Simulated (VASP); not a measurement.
Input:

```
CsPbCl3
1.0
    5.51563     0.00000     0.00000
    0.00000     5.51563     0.00000
    0.00000     0.00000     5.51563
Cs Pb Cl
1 1 3
Direct
  0.00000   0.00000   0.00000
  0.50000   0.50000   0.50000
  0.50000   0.00000   0.50000
  0.00000   0.50000   0.50000
  0.50000   0.50000   0.00000
```

Calculation: r2SCAN+rVV10, VASP's PBE PAW potentials (set 64) (plane waves; VASP). Numerical set-up: 520 eV cut-off, 4×4×4 Γ-centred mesh, Gaussian smearing of 0.050 eV, potentials Cs_sv Pb_d Cl.

Unless said otherwise, spin-orbit coupling is left out, though it shifts the bands of the heavy elements here.

Q: Predict the energy per atom (σ→0), pressure, band gap (on the k-mesh) with the smallest direct gap where there is one.

A: 
```yaml
band gap (on the k-mesh): 2.02 eV
smallest direct gap (on the k-mesh): 2.02 eV
energy per atom (σ→0): -21.322 eV/atom
pressure: 1.98 GPa
```

Only differences to runs with the same potentials and settings are physical.

The compound is CsPbCl3 in the cubic perovskite structure, the ideal cubic form; the compound distorts at low or room temperature. This cell is one point of a volume scan, at 0.94 of the reference volume.
